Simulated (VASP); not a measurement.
Level of theory: PBEsol GGA, VASP's PBE PAW potentials (set 64) (plane waves; VASP).

VASP input:

INCAR:
```
# general
SYSTEM  = InAs
PREC    = Accurate
ENCUT   = 500   # plane-wave cut-off (eV)
LREAL   = F   # projection in real space or not
LASPH   = T   # aspherical one-centre terms

# electronic loop
EDIFF   = 1E-6   # SCF stop (eV)
NELM    = 100   # most electronic steps
ALGO    = Normal   # blocked Davidson
LMAXMIX = 4   # l cut-off of mixed one-centre charges

# smearing
ISMEAR  = 1
SIGMA   = 0.1   # width (eV)

# functional
GGA     = PS

# ions
IBRION  = 2   # conjugate gradients
NSW     = 40
ISIF    = 3   # ions, shape and volume
EDIFFG  = -0.02   # ionic stop
PSTRESS = 50   # kbar

# output
LWAVE   = F
LCHARG  = F
```

POSCAR:
```
InAs
1.0
  0.0000000000   2.9701143869   2.9701143869
  2.9701143869   0.0000000000   2.9701143869
  2.9701143869   2.9701143869   0.0000000000
In As
1 1
Cartesian
  0.0000000000   0.0000000000   0.0000000000
  1.4850571935   1.4850571935   1.4850571935
```

File KPOINTS:
```
Automatic mesh
0
Gamma
11 11 11
0 0 0
```

POTCAR, in this order: In_d As (PBE.64 set). Program: vasp_std.

What VASP printed:

File OSZICAR:
```
       N       E                     dE             d eps       ncg     rms          rms(c)
DAV:   1     0.112385664727E+03    0.11239E+03   -0.83060E+03  1461   0.145E+03
DAV:   2    -0.608272654151E+00   -0.11299E+03   -0.10979E+03  1496   0.320E+02
DAV:   3    -0.853491823884E+01   -0.79266E+01   -0.78550E+01  1916   0.890E+01
DAV:   4    -0.874010950491E+01   -0.20519E+00   -0.20509E+00  1640   0.162E+01
DAV:   5    -0.874962126972E+01   -0.95118E-02   -0.95115E-02  2193   0.310E+00    0.491E+00
DAV:   6    -0.846913936300E+01    0.28048E+00   -0.46931E-01  2206   0.148E+01    0.271E+00
DAV:   7    -0.843203375378E+01    0.37106E-01   -0.15143E-01  2043   0.455E+00    0.697E-01
DAV:   8    -0.843022892267E+01    0.18048E-02   -0.15788E-02  1803   0.188E+00    0.268E-01
DAV:   9    -0.843042002059E+01   -0.19110E-03   -0.11673E-03  1854   0.414E-01    0.137E-01
DAV:  10    -0.843047683969E+01   -0.56819E-04   -0.15100E-04  2154   0.206E-01    0.856E-02
DAV:  11    -0.843049164810E+01   -0.14808E-04   -0.70588E-05  1631   0.147E-01    0.703E-02
DAV:  12    -0.843049104991E+01    0.59819E-06   -0.10325E-05  1530   0.350E-02    0.890E-03
DAV:  13    -0.843049108560E+01   -0.35683E-07   -0.18994E-06  1702   0.901E-03
   1 F= -.67951478E+01 E0= -.67952068E+01  d E =-.679515E+01
```

File OUTCAR:
```
------------------------ aborting loop because EDIFF is reached ----------------------------------------
  FORCE on cell =-STRESS in cart. coord.  units (eV):
  Direction    XX          YY          ZZ          XY          YZ          ZX
  --------------------------------------------------------------------------------------
  Total        1.6252874      1.6252874      1.6252874      0.0000000     -0.0000000     -0.0000000
  in kB       49.6925435     49.6925435     49.6925435      0.0000000     -0.0000000     -0.0000000
  external PRESSURE =      -0.3074565 kB  Pullay stress =      50.0000000 kB
  volume of cell :       52.40
      direct lattice vectors                 reciprocal lattice vectors
     0.000000000  2.970114387  2.970114387    -0.168343685  0.168343685  0.168343685
     2.970114387  0.000000000  2.970114387     0.168343685 -0.168343685  0.168343685
     2.970114387  2.970114387  0.000000000     0.168343685  0.168343685 -0.168343685
  FREE ENERGIE OF THE ION-ELECTRON SYSTEM (eV)
  ---------------------------------------------------
  free  energy   TOTEN  =        -8.4304910856 eV

  energy  without entropy=       -8.4306680941  energy(sigma->0) =       -8.43055009
  enthalpy is  TOTEN    =        -6.7951477555 eV   P V=        1.6353433301

 reached required accuracy - stopping structural energy minimisation
```
(Selected blocks of OUTCAR.)

The compound is InAs in the zinc blende structure. It was relaxed first under an external pressure of 5 GPa.
